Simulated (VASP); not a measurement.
Input:

```xyz
2
Lattice="1.7650 -3.0571 0.0000 1.7650 3.0571 0.0000 0.0000 0.0000 5.4767" Properties=species:S:1:pos:R:3 pbc="T T T"
Tm     1.7650     1.0190     1.3692
Tm     1.7650    -1.0190     4.1075
```

Level of theory: TPSS meta-GGA, VASP's PBE PAW potentials (set 64) (plane waves; VASP). Settings: 520 eV cut-off, 13×13×8 Γ-centred mesh, tetrahedra with Blöchl corrections, potentials Tm_3.

The 4f electrons are frozen in the core of the lanthanide potential, so 4f levels, which can set the real gap, and their magnetism are missing.

Q: Give the energies of bands 7 to 12 at the high-symmetry points, in eV from the Fermi level.

A: 
```csv
band,Γ,M,K,A,L,H
7,-5.69,-2.17,-0.87,-4.01,-2.04,-0.58
8,-2.30,-1.42,-0.87,-4.01,-2.04,-0.58
9,1.00,-0.91,-0.81,1.18,0.13,-0.47
10,2.08,-0.22,-0.57,1.18,0.13,-0.47
11,2.08,1.69,1.30,1.98,1.49,0.48
12,2.57,1.73,1.30,1.98,1.49,0.48
```

It has no gap at this level: it comes out as a metal or semimetal.

The compound is Tm in the hcp structure. It was relaxed first.
